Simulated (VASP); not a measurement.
```xyz
1
Lattice="0.0000 2.4833 2.4833 2.4833 0.0000 2.4833 2.4833 2.4833 0.0000" Properties=species:S:1:pos:R:3 pbc="T T T"
Y      0.0000     0.0000     0.0000
```

The numbers are results of PBEsol GGA, VASP's PBE PAW potentials (set 64) (plane waves; VASP), not measurements. Numerical set-up: 400 eV cut-off, Gaussian smearing of 0.050 eV, potentials Y_sv.

Task: Give the energies of bands 5 to 8 at the high-symmetry points, in eV from the Fermi level.

Result: 
| band | Γ | X | U | L | W |
|---|---|---|---|---|---|
| 5 | -4.86 | -1.89 | -1.08 | -2.06 | -0.82 |
| 6 | 1.85 | -0.98 | -0.51 | 0.82 | 0.29 |
| 7 | 1.85 | 2.37 | 1.19 | 1.66 | 0.29 |
| 8 | 1.85 | 5.61 | 3.80 | 1.66 | 2.76 |

It has no gap at this level: it comes out as a metal or semimetal.

The structure was generated: Y was put into the fcc type (Fm-3m), which need not be its known phase. It was relaxed first, which changed the volume by -7 %.
